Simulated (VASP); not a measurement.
Consider the following.

```
CELL_PARAMETERS angstrom
      3.51014     0.00000     0.00000
      0.00000     3.51014     0.00000
      0.00000     0.00000     3.51014
ATOMIC_POSITIONS crystal
  Fe 0.00000 0.00000 0.00000
  Ni 0.00000 0.50000 0.50000
  Ni 0.50000 0.00000 0.50000
  Ni 0.50000 0.50000 0.00000
```
Starting moments (μB, in the order of the record's atoms Fe Ni Ni Ni): 2.9 0.6 0.6 0.6.

Level of theory: PBE GGA with D4 dispersion, VASP's PBE PAW potentials (set 64) (plane waves; VASP). Settings: 520 eV cut-off, Gaussian smearing of 0.050 eV, potentials Fe Ni.

What does the run give for the cell moment, band gap (along the path) with the smallest direct gap where there is one?

| Item | Value |
|---|---|
| band gap (along the path) | none (metal, semimetal or under 0.01 eV) |
| cell moment | 4.66 μB |

Only differences to runs with the same potentials and settings are physical.

The compound is Ni3Fe in the L1_2 structure. It was relaxed first.
